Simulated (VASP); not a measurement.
# Rb3Ba (Fm-3m) in VASP: single point with PBEsol

Aim: the single point of Rb3Ba with PBEsol.

Everything below comes from runs of VASP 6.6.1. Logs are shortened: lines on timing, memory, paths and dates and some standing lists are left out, and cuts for length are marked.

**1. The crystal as given**

Symmetry: Fm-3m, No. 225, cubic system. The conventional cell has a = 11.029 Å, b = 11.029 Å, c = 11.029 Å, α = 90.00°, β = 90.00°, γ = 90.00°.

The cell comes from a database or a generator and needn't be the stable form of this composition.

**2. Single point, PBEsol**

INCAR reads:

```
PREC = Accurate
ENCUT = 520
EDIFF = 1E-6
ISMEAR = 0
SIGMA = 0.1
LREAL = F
LASPH = T
NELM = 100
ALGO = Fast
ISIF = 2
LWAVE = F
LCHARG = T
GGA = PS
LELF = T
LVHAR = T
NBANDS = 26
```

KPOINTS reads:

```
regular mesh
0
Gamma
  8 8 8
```

POSCAR reads:

```
Rb3Ba
1.0
    0.0000000000      5.5144300000      5.5144300000
    5.5144300000      0.0000000000      5.5144300000
    5.5144300000      5.5144300000      0.0000000000
Rb Ba
3 1
Direct
    0.2500000000      0.2500000000      0.2500000000
    0.7500000000      0.7500000000      0.7500000000
    0.5000000000      0.5000000000      0.5000000000
    0.0000000000      0.0000000000      0.0000000000
```

Potentials or basis: VASP PAW PBE potentials, release 64 (Rb_sv, Ba_sv).

Launch:

```sh
> cat potpaw_PBE.64/Rb_sv/POTCAR potpaw_PBE.64/Ba_sv/POTCAR > POTCAR
> mpirun -np 1 vasp_std > vasp.out
```

OUTCAR:

```text
PREC = Accurate
   ENCUT = 520
   EDIFF = 1E-6
   ISMEAR = 0
   LREAL = F
   LASPH = T
   NELM = 100
   ISIF = 2
   GGA = PS

 ion  position               nearest neighbor table
   1  0.250  0.250  0.250-   4 4.78   4 4.78   4 4.78   3 4.78   4 4.78   3 4.78   3 4.78   3 4.78
                             2 5.51   2 5.51   2 5.51   2 5.51   2 5.51   2 5.51
   2  0.750  0.750  0.750-   3 4.78   3 4.78   3 4.78   3 4.78   4 4.78   4 4.78   4 4.78   4 4.78
                             1 5.51   1 5.51   1 5.51   1 5.51   1 5.51   1 5.51
   3  0.500  0.500  0.500-   1 4.78   1 4.78   1 4.78   1 4.78   2 4.78   2 4.78   2 4.78   2 4.78

   4  0.000  0.000  0.000-   2 4.78   2 4.78   2 4.78   1 4.78   2 4.78   1 4.78   1 4.78   1 4.78

  LATTYP: Found a face centered cubic cell.
 ALAT       =    11.0288600000

  Lattice vectors:

 A1 = (   0.0000000000,   5.5144300000,   5.5144300000)
 A2 = (   5.5144300000,   0.0000000000,   5.5144300000)
 A3 = (   5.5144300000,   5.5144300000,   0.0000000000)

Analysis of symmetry for initial positions (statically):
=====================================================================
 Subroutine PRICEL returns:
 Original cell was already a primitive cell.

 Routine SETGRP: Setting up the symmetry group for a
 face centered cubic supercell.

 Subroutine GETGRP returns: Found 48 space group operations
 (whereof 48 operations were pure point group operations)
 out of a pool of 48 trial point group operations.

The static configuration has the point symmetry O_h .

Analysis of symmetry for dynamics (positions and initial velocities):
=====================================================================
 Subroutine PRICEL returns:
 Original cell was already a primitive cell.

 Routine SETGRP: Setting up the symmetry group for a
 face centered cubic supercell.

 Subroutine GETGRP returns: Found 48 space group operations
 (whereof 48 operations were pure point group operations)
 out of a pool of 48 trial point group operations.

The dynamic configuration has the point symmetry O_h .

 Subroutine INISYM returns: Found 48 space group operations
 (whereof 48 operations are pure point group operations),
 and found     1 'primitive' translations

----------------------------------------------------------------------------------------

                                     Primitive cell

  volume of cell :     335.3759

  direct lattice vectors                    reciprocal lattice vectors
     0.000000000  5.514430000  5.514430000    -0.090671203  0.090671203  0.090671203
     5.514430000  0.000000000  5.514430000     0.090671203 -0.090671203  0.090671203
     5.514430000  5.514430000  0.000000000     0.090671203  0.090671203 -0.090671203

  length of vectors
     7.798581695  7.798581695  7.798581695     0.157047130  0.157047130  0.157047130

  position of ions in fractional coordinates (direct lattice)
     0.250000000  0.250000000  0.250000000
     0.750000000  0.750000000  0.750000000
     0.500000000  0.500000000  0.500000000
     0.000000000  0.000000000  0.000000000

  ion indices of the primitive-cell ions
   primitive index   ion index
                 1           1
                 2           2
                 3           3
                 4           4

----------------------------------------------------------------------------------------

 KPOINTS: regular mesh

Automatic generation of k-mesh.
 Grid dimensions read from file:
 generate k-points for:    8    8    8

 Generating k-lattice:

  Cartesian coordinates                     Fractional coordinates (reciprocal lattice)
    -0.011333900  0.011333900  0.011333900     0.125000000  0.000000000  0.000000000
     0.011333900 -0.011333900  0.011333900     0.000000000  0.125000000  0.000000000
     0.011333900  0.011333900 -0.011333900     0.000000000  0.000000000  0.125000000

  Length of vectors
     0.019630891  0.019630891  0.019630891

  Shift w.r.t. Gamma in fractional coordinates (k-lattice)
     0.000000000  0.000000000  0.000000000

 Subroutine IBZKPT returns following result:
 ===========================================

 Found     29 irreducible k-points:

 Following reciprocal coordinates:
            Coordinates               Weight
  0.000000  0.000000  0.000000      1.000000
  0.125000  0.000000  0.000000      8.000000
  0.250000  0.000000  0.000000      8.000000
  0.375000  0.000000  0.000000      8.000000
  0.500000  0.000000  0.000000      4.000000
  0.125000  0.125000  0.000000      6.000000
[... 16 lines left out ...]
  0.500000  0.250000  0.125000     48.000000
 -0.375000  0.250000  0.125000     24.000000
 [... further k-points ...]
   k-points           NKPTS =     29   k-points in BZ     NKDIM =     29   number of bands    NBANDS=     26
   number of dos      NEDOS =    301   number of ions     NIONS =      4
   total plane-waves  NPLWV = 216000
   dimension x,y,z NGX =    60 NGY =   60 NGZ =   60
   dimension x,y,z NGXF=   120 NGYF=  120 NGZF=  120
   ions per type =               3   1
   NGX,Y,Z   is equivalent  to a cutoff of  12.79, 12.79, 12.79 a.u.
   NGXF,Y,Z  is equivalent  to a cutoff of  25.58, 25.58, 25.58 a.u.
 SYSTEM =  unknown system
   PREC   = accura    normal or accurate (medium, high low for compatibility)
   ISTART =      0    job   : 0-new  1-cont  2-samecut
   ICHARG =      2    charge: 1-file 2-atom 10-const
   ISPIN  =      1    spin polarized calculation?
   LNONCOLLINEAR =      F non collinear calculations
   LSORBIT =      F    spin-orbit coupling
   LASPH  =      T    aspherical Exc in radial PAW
   ENCUT  =  520.0 eV  38.22 Ry    6.18 a.u.  14.50 14.50 14.50*2*pi/ulx,y,z
   NELM   =    100;   NELMIN=  2; NELMDL= -5     # of ELM steps
   EDIFF  = 0.1E-05   stopping-criterion for ELM
   LREAL  =      F    real-space projection
[... 7 lines left out ...]
   TEBEG  =    0.0;   TEEND  =   0.0 temperature during run
   PSTRESS=    0.0 pullay stress
   NELECT =      37.0000    total number of electrons
   NUPDOWN=      -1.0000    fix difference up-down
   EMIN   =  10.00;   EMAX   =-10.00  energy-range for DOS
   EFERMI =   0.00;   METHOD = LEGACY
   ISMEAR =     0;   SIGMA  =   0.10  broadening in eV -4-tet -1-fermi 0-gaus
   EFERMI_NEDOS =   21; number of points for ismear=-14 and -15
   IALGO  =     68    algorithm
   IMIX   =      4    mixing-type and parameters
     AMIX     =   0.40;   BMIX     =  1.00
     AMIX_MAG =   1.60;   BMIX_MAG =  1.00
  volume/ion in A,a.u.               =      83.84       565.81
  Fermi-wavevector in a.u.,A,eV,Ry     =   0.785172  1.483760  8.387924  0.616495
  Thomas-Fermi vector in A             =   1.889454
   LORBIT       =      0    0 simple, 1 ext, 2 COOP (PROOUT), +10 PAW based schemes
   GGA     = PS    functional components
   LHFCALC =     F    Hartree Fock is set to
   AEXX    =    0.0000 exact exchange contribution
   IVDW    =     0    specifies the selected vdW correction
   LEPSILON=     F    determine dielectric tensor
   LRPA    =     F    only Hartree local field effects (RPA)
 non-spin polarized calculation
 RMM-DIIS sequential band-by-band and
 Gauss-broadening in eV      SIGMA  =   0.10
  energy-cutoff  :      520.00
  volume of cell :      335.38
 maximum number of plane-waves:      9185
 NGX is ok and might be reduce to    60
   NGX = 29   NGY = 29   NGZ = 29

 number of electron      37.0000000 magnetization

 Free energy of the ion-electron system (eV)
  ---------------------------------------------------
  ext. energy  EPLUGINS =         0.00000000
  ---------------------------------------------------
  free energy    TOTEN  =        -4.60897979 eV

  energy without entropy =       -4.58290890  energy(sigma->0) =       -4.59594435

 E-fermi :   0.2122     XC(G=0):  -5.9759

 val. band max:        0.2118539027   @ k =   0.3750   0.3750   0.0000
 cond. band min:       0.2428615905   @ k =  -0.3750   0.3750   0.0000
 fundamental gap:      0.0310076877
 Fermi energy:         0.2121591009

 k-point     1 :       0.0000    0.0000    0.0000
  band No.  band energies     occupation
      1     -29.8626      2.00000
      2     -28.3345      2.00000
      3     -28.2531      2.00000
      4     -28.2523      2.00000
      5     -14.9596      2.00000
      6     -14.9596      2.00000
[... 18 lines left out ...]
     25       1.4898      0.00000
     26       2.9837      0.00000

 k-point     2 :       0.1250    0.0000    0.0000
  band No.  band energies     occupation
      1     -29.8626      2.00000
      2     -28.3345      2.00000
      3     -28.2531      2.00000
      4     -28.2523      2.00000
      5     -14.9597      2.00000
      6     -14.9596      2.00000
[... 18 lines left out ...]
     25       1.4935      0.00000
     26       2.9721      0.00000

 k-point     3 :       0.2500    0.0000    0.0000
  band No.  band energies     occupation
      1     -29.8626      2.00000
      2     -28.3345      2.00000
      3     -28.2531      2.00000
      4     -28.2524      2.00000
      5     -14.9597      2.00000
      6     -14.9597      2.00000
[... 18 lines left out ...]
     25       1.4804      0.00000
     26       2.5347      0.00000

 k-point     4 :       0.3750    0.0000    0.0000
  band No.  band energies     occupation
      1     -29.8626      2.00000
      2     -28.3344      2.00000
      3     -28.2530      2.00000
      4     -28.2526      2.00000
      5     -14.9598      2.00000
      6     -14.9598      2.00000
[... 18 lines left out ...]
     25       1.4028      0.00000
     26       2.0668      0.00000
[... 496 lines left out ...]
      1     -29.8626      2.00000
      2     -28.3344      2.00000
      3     -28.2530      2.00000
      4     -28.2525      2.00000
      5     -14.9599      2.00000
      6     -14.9599      2.00000
[... 18 lines left out ...]
     25       1.4642      0.00000
     26       2.5087      0.00000

 k-point    23 :       0.5000    0.2500    0.1250
  band No.  band energies     occupation
      1     -29.8626      2.00000
      2     -28.3344      2.00000
      3     -28.2529      2.00000
      4     -28.2527      2.00000
      5     -14.9599      2.00000
      6     -14.9599      2.00000
[... 18 lines left out ...]
     25       1.4486      0.00000
     26       2.3206      0.00000

 k-point    24 :      -0.3750    0.2500    0.1250
  band No.  band energies     occupation
      1     -29.8626      2.00000
      2     -28.3344      2.00000
      3     -28.2528      2.00000
      4     -28.2528      2.00000
      5     -14.9600      2.00000
      6     -14.9599      2.00000
[... 18 lines left out ...]
     25       1.4131      0.00000
     26       2.2775      0.00000

 [... further k-points ...]

------------------------ aborting loop because EDIFF is reached ----------------------------------------

  FORCE on cell =-STRESS in cart. coord.  units (eV):
  Direction    XX          YY          ZZ          XY          YZ          ZX
  --------------------------------------------------------------------------------------
  -------------------------------------------------------------------------------------
  Total       -0.5063095     -0.5063095     -0.5063095      0.0000000     -0.0000000      0.0000000
  in kB       -2.4187711     -2.4187711     -2.4187711      0.0000000     -0.0000000      0.0000000
  external PRESSURE =      -2.4187711 kB  Pullay stress =       0.0000000 kB

 VOLUME and BASIS-vectors are now :
 -----------------------------------------------------------------------------
  energy-cutoff  :      520.00
  volume of cell :      335.38
      direct lattice vectors                 reciprocal lattice vectors
     0.000000000  5.514430000  5.514430000    -0.090671203  0.090671203  0.090671203
     5.514430000  0.000000000  5.514430000     0.090671203 -0.090671203  0.090671203
     5.514430000  5.514430000  0.000000000     0.090671203  0.090671203 -0.090671203

 POSITION                                       TOTAL-FORCE (eV/Angst)
 -----------------------------------------------------------------------------------
      2.75721      2.75721      2.75721        -0.000000     -0.000000     -0.000000
      8.27164      8.27164      8.27164         0.000000      0.000000      0.000000
      5.51443      5.51443      5.51443        -0.000000     -0.000000      0.000000
      0.00000      0.00000      0.00000        -0.000000     -0.000000      0.000000
 -----------------------------------------------------------------------------------
    total drift:                                0.000000      0.000000     -0.000000

  FREE ENERGIE OF THE ION-ELECTRON SYSTEM (eV)
  ---------------------------------------------------
  free  energy   TOTEN  =        -4.6089797948 eV

  energy  without entropy=       -4.5829089038  energy(sigma->0) =       -4.59594435
```

It took 6.8 min on 1 thread of Intel Xeon Platinum 8259CL at 2.50GHz (Skylake/Cascade Lake), shared host; peak memory 0.62 GiB.

What came out:

- Free energy: -4.6090 eV
- Pressure: -0.2 GPa
- Band gap on the k mesh: none (metal or under the smearing width)

Caveat: the PAW data sets were made with another functional, which shifts forces and pressure a little. The run has no spin-orbit coupling, so splittings on Ba are missing.
